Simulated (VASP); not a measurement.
Data:

```xyz
12
Lattice="5.5788 0.0000 0.0000 0.0000 5.5788 0.0000 0.0000 0.0000 5.5788" Properties=species:S:1:pos:R:3 pbc="T T T"
Ru     0.0000     2.7894     2.7894
Ru     2.7894     0.0000     2.7894
Ru     0.0000     0.0000     5.5788
Ru     2.7894     2.7894     5.5788
S      3.4224     4.9459     0.6329
S      0.6329     3.4224     4.9459
S      3.4224     3.4224     3.4224
S      2.1565     2.1565     2.1565
S      4.9459     0.6329     3.4224
S      4.9459     2.1565     0.6329
S      0.6329     4.9459     2.1565
S      2.1565     0.6329     4.9459
```

The numbers are results of PBEsol GGA, VASP's PBE PAW potentials (set 64) (plane waves; VASP), not measurements. Settings: 400 eV cut-off, Gaussian smearing of 0.050 eV, potentials Ru_pv S.

Question: Give the energies of bands 41 to 54 at the high-symmetry points, in eV from the valence-band maximum.

Answer: 
```
band      Γ      X      M      R     X1
----  -----  -----  -----  -----  -----
41    -1.75  -1.44  -1.30  -1.71  -1.44
42    -1.75  -1.44  -1.30  -1.71  -1.44
43    -1.75  -1.04  -1.30  -1.71  -1.04
44    -0.85  -1.04  -1.30  -1.71  -1.04
45    -0.85  -0.69  -0.61  -1.67  -0.69
46    -0.67  -0.69  -0.61  -1.67  -0.69
47    -0.67  -0.50  -0.61  -1.67  -0.50
48    -0.67  -0.50  -0.61  -1.67  -0.50
49    -0.59  -0.32  -0.12  -0.76  -0.32
50    -0.59  -0.32  -0.12  -0.76  -0.32
51    -0.59  -0.03  -0.12  -0.76  -0.03
52    -0.27  -0.03  -0.12  -0.76  -0.03
53     0.50   2.05   2.40   2.33   2.05
54     2.64   2.05   2.40   2.33   2.05
```

The gap is indirect, 0.50 eV, from the valence maximum at Γ-X at 0.91 to the conduction minimum at Γ.

The compound is RuS2 in the pyrite structure. It was relaxed first.
